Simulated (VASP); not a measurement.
Crystal: MgO (Periclase).

```
Mg O
1.0
     0.00000    2.10392    2.10392
     2.10392    0.00000    2.10392
     2.10392    2.10392    0.00000
Mg O
1 1
Direct
  0.00000 0.00000 0.00000
  0.50000 0.50000 0.50000
```

Program: VASP 6.6.1. Alike in all runs: task band structure; potentials or basis VASP PAW PBE potentials, release 64 (Mg, O); no spin polarisation; cell as given; k mesh 8 × 8 × 8; cutoff (eV) 520; smearing gaussian 0.03 eV.

Order these runs on this cell by their band gap on the k mesh, lowest first.
A. level PBE-EpsX; exchange at q = 0 truncated; share of exact exchange 0.3197
B. level PBE0; exchange at q = 0 truncated
C. level PBE
D. level HSE06; screening parameter 0.2 1/A

C (4.76 eV), D (6.49 eV), B (7.21 eV), A (7.91 eV).
